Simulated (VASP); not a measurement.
All values below come from PBE GGA with D4 dispersion, VASP's PBE PAW potentials (set 64) (plane waves; VASP).

The input files of a VASP run:

**POSCAR**
```
V
1
   -1.5150000000     1.5150000000     1.5150000000
    1.5150000000    -1.5150000000     1.5150000000
    1.5150000000     1.5150000000    -1.5150000000
V
1
Direct
  0.0000000000   0.0000000000   0.0000000000
```

**KPOINTS**
```
Automatic
0
Gamma
15 15 15
0 0 0
```

### INCAR
```
# general
SYSTEM =V
PREC   =Accurate
ENCUT  =400
LREAL  =.FALSE.   # projection in real space or not
LASPH  =.TRUE.   # aspherical one-centre terms

# electronic loop
EDIFF  =1E-6   # SCF stop (eV)
NELM   =100
ALGO   =Normal
LMAXMIX=4

# smearing
ISMEAR =1
SIGMA  =0.1   # width (eV)

# functional
GGA    =PE   # PBE
IVDW   =13   # D4

# ions
ISIF   =2   # forces and stress, cell fixed

# output
LWAVE  =.FALSE.
LCHARG =.FALSE.
```

POTCAR, in this order: V_sv (PBE.64 set). Program: vasp_std.

Output of the run:

### OSZICAR
```
       N       E                     dE             d eps       ncg     rms          rms(c)
DAV:   1     0.719598096116E+02    0.71960E+02   -0.64740E+03  2402   0.118E+03
DAV:   2    -0.921096329568E+01   -0.81171E+02   -0.79468E+02  2466   0.332E+02
DAV:   3    -0.104285274021E+02   -0.12176E+01   -0.11942E+01  2538   0.478E+01
DAV:   4    -0.104356781228E+02   -0.71507E-02   -0.71481E-02  2430   0.385E+00
DAV:   5    -0.104357480178E+02   -0.69895E-04   -0.69895E-04  2500   0.382E-01    0.175E+01
DAV:   6    -0.901149905961E+01    0.14242E+01   -0.60417E+00  2410   0.362E+01    0.143E+00
DAV:   7    -0.899374418751E+01    0.17755E-01   -0.20530E-02  2414   0.231E+00    0.913E-01
DAV:   8    -0.898497230270E+01    0.87719E-02   -0.65574E-03  2420   0.132E+00    0.504E-02
DAV:   9    -0.898501122383E+01   -0.38921E-04   -0.66510E-05  2414   0.129E-01    0.270E-02
DAV:  10    -0.898501299224E+01   -0.17684E-05   -0.55994E-06  2436   0.291E-02    0.127E-03
DAV:  11    -0.898501374007E+01   -0.74782E-06   -0.11293E-07  1200   0.525E-03
   1 F= -.93024868E+01 E0= -.93027435E+01  d E =0.770034E-03
```

### OUTCAR
```
------------------------ aborting loop because EDIFF is reached ----------------------------------------
  Edisp (eV):   -0.31747
  FORCE on cell =-STRESS in cart. coord.  units (eV):
  Direction    XX          YY          ZZ          XY          YZ          ZX
  --------------------------------------------------------------------------------------
  Total      -0.94275    -0.94275    -0.94275    -0.00000     0.00000    -0.00000
  in kB    -108.59460  -108.59460  -108.59460    -0.00000     0.00000    -0.00000
  external pressure =     -108.59 kB  Pullay stress =        0.00 kB
  volume of cell :       13.91
      direct lattice vectors                 reciprocal lattice vectors
    -1.515000000  1.515000000  1.515000000     0.000000000  0.330033003  0.330033003
     1.515000000 -1.515000000  1.515000000     0.330033003  0.000000000  0.330033003
     1.515000000  1.515000000 -1.515000000     0.330033003  0.330033003  0.000000000
 POSITION                                       TOTAL-FORCE (eV/Angst)
 -----------------------------------------------------------------------------------
      0.00000      0.00000      0.00000        -0.000000     -0.000000      0.000000
 -----------------------------------------------------------------------------------
    total drift:                                0.000000     -0.000000     -0.000000
  FREE ENERGIE OF THE ION-ELECTRON SYSTEM (eV)
  ---------------------------------------------------
  free  energy   TOTEN  =        -9.3024867747 eV

  energy  without entropy=       -9.3032568088  energy(sigma->0) =       -9.30274345
```
(Selected blocks of OUTCAR.)

The compound is V in the bcc structure. The cell was not relaxed at this level. The run is one of a series of settings (IVDW = 13 against the base run), some of them coarse on purpose. The run is not spin-polarised, so no magnetic state was tried.
